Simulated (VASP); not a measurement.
Here is the system:

```xyz
3
Lattice="1.5130 -2.6206 0.0000 1.5130 2.6206 0.0000 0.0000 0.0000 3.2295" Properties=species:S:1:pos:R:3 pbc="T T T"
Ti     1.5130    -2.6206     0.0000
B      1.6630     0.8735     1.6148
B      1.5130    -0.8735     1.6148
```

The numbers are results of r2SCAN meta-GGA, VASP's PBE PAW potentials (set 64) (plane waves; VASP), not measurements. Numerical set-up: 600 eV cut-off, 10×10×10 Γ-centred mesh, first-order Methfessel-Paxton smearing of 0.10 eV, potentials Ti_sv B.

Give the force on each atom (eV/Å).

```csv
atom,Fx,Fy,Fz
Ti1,1.093,-0.103,0.000
B2,-3.010,-0.431,0.000
B3,1.917,0.534,0.000
```

Give the stress tensor in GPa (positive for a compressed cell).

```
6.60  3.18  0.00
3.18  2.24  0.00
0.00  0.00  0.82
```
The pressure is its mean diagonal, 3.22 GPa.

The compound is TiB2 in the AlB2 type structure. This cell was strained or had an atom moved on purpose.
